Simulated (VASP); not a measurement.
Here is the system:

```
NiSi2
1.0
    0.00000     2.65803     2.65803
    2.65803     0.00000     2.65803
    2.65803     2.65803     0.00000
Si Ni
2 1
Cartesian
  1.32902   1.32902   1.32902
  3.98705   3.98705   3.98705
  0.00000   0.00000   0.00000
```

These are PBEsol GGA, VASP's PBE PAW potentials (set 64) (plane waves; VASP 6.6.1) values and carry that method's errors. Settings: 480 eV cut-off, 10×10×10 Γ-centred mesh, first-order Methfessel-Paxton smearing of 0.10 eV, potentials Si Ni.

Q: Estimate the energy per atom (σ→0), pressure, band gap (on the k-mesh) with the smallest direct gap where there is one.

A: 
```
Property                                                    Result
------------------------  ----------------------------------------
band gap (on the k-mesh)  none (metal, semimetal or under 0.01 eV)
energy per atom (σ→0)                               -6314 meV/atom
pressure                                                  7.68 GPa
```

The absolute energy has meaning only against runs of the same code, potentials and settings.

The compound is NiSi2 in the fluorite structure. This cell was strained or had an atom moved on purpose. The run is not spin-polarised, so no magnetic state was tried.
